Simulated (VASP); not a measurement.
Crystal: MgCd2S3.

```
Mg Cd S
1.0
    -2.07530    6.24403    2.94049
     4.07506  -12.33286    5.49773
     2.06792    6.16397   -2.77566
Mg Cd S
2 4 6
Direct
  0.03833 0.51194 0.00486
  0.99539 0.99710 0.97529
  0.67490 0.99227 0.65446
  0.68871 0.51759 0.68760
  0.31776 0.00605 0.35979
  0.31905 0.49768 0.30767
  0.81600 0.15817 0.50770
  0.74185 0.62034 0.51699
  0.05581 0.10638 0.83238
  0.07534 0.64862 0.88785
  0.38763 0.09806 0.12648
  0.45233 0.61451 0.15397
```

The cell was built by a generator and needn't be a form met in nature.

```yaml
Program: VASP 6.6.1
Task: relaxation of cell and atoms
Functional: PBE
Potentials_or_basis: VASP PAW PBE potentials, release 64 (Mg, Cd, S)
Cutoff: 520 eV
k_mesh: 4 × 4 × 4
Occupations: gaussian, width 0.05 eV
Spin: no spin polarisation
```

At the start: pressure 5.3 GPa; volume 24.15 Å³/atom.

Question: Where does the relaxation end?

Answer: Over 26 steps the energy falls by 205.3 meV/atom and the volume is 25.03 Å³/atom (+3.7 %); space group Imm2 (No. 44, to 0.05 Å).

The path:
| step | energy change (eV) | largest force (eV/Å) | pressure (GPa) | volume (Å³) |
| --- | --- | --- | --- | --- |
| 1 | 0.0000 | 5.2147 | 5.29 | 289.75 |
| 2 | -1.5833 | 1.4039 | -2.88 | 324.05 |
| 3 | -1.6629 | 1.5318 | -1.63 | 314.48 |
| 4 | -2.1241 | 0.7558 | -0.85 | 306.47 |
| 5 | -2.3147 | 0.6210 | 0.85 | 296.28 |
| 6 | -2.3188 | 0.5761 | 0.57 | 297.67 |
| 7 | -2.3831 | 0.3174 | -0.10 | 300.87 |
| 8 | -2.3948 | 0.2363 | -0.48 | 302.94 |
| 9 | -2.4169 | 0.1902 | 0.11 | 299.81 |
| 10 | -2.4191 | 0.1744 | 0.31 | 298.63 |
| 11 | -2.4352 | 0.1275 | 0.07 | 300.00 |
| 12 | -2.4420 | 0.1800 | -0.15 | 301.23 |
| 13 | -2.4428 | 0.2026 | -0.23 | 301.72 |
| 14 | -2.4536 | 0.1124 | 0.06 | 300.14 |
| 15 | -2.4548 | 0.1024 | 0.15 | 299.61 |
| 16 | -2.4534 | 0.1304 | 0.37 | 298.56 |
| 17 | -2.4550 | 0.1055 | 0.22 | 299.39 |
| 18 | -2.4607 | 0.0658 | -0.08 | 301.01 |
| 19 | -2.4607 | 0.0659 | -0.08 | 301.05 |
| 20 | -2.4622 | 0.0425 | 0.04 | 300.34 |
| 21 | -2.4623 | 0.0466 | 0.05 | 300.21 |
| 22 | -2.4632 | 0.0306 | 0.00 | 300.63 |
| 23 | -2.4634 | 0.0378 | -0.08 | 300.93 |
| 24 | -2.4639 | 0.0344 | -0.01 | 300.68 |
| 25 | -2.4640 | 0.0302 | -0.02 | 300.59 |
| 26 | -2.4641 | 0.0277 | 0.04 | 300.42 |

Final structure:
```
Mg Cd S
1.0
    -2.06912    6.20971    2.91300
     4.13797  -12.41945    5.84209
     2.07636    6.21234   -2.92105
Mg Cd S
2 4 6
Direct
  0.00293 0.50011 0.00142
  0.00220 0.00056 0.00085
  0.67058 0.00080 0.66325
  0.67227 0.50194 0.66668
  0.34062 0.00325 0.33688
  0.34186 0.50254 0.33848
  0.77108 0.13459 0.50029
  0.77317 0.63509 0.50205
  0.08468 0.12255 0.83931
  0.08649 0.62380 0.84207
  0.40825 0.12212 0.16155
  0.40897 0.62136 0.16221
```
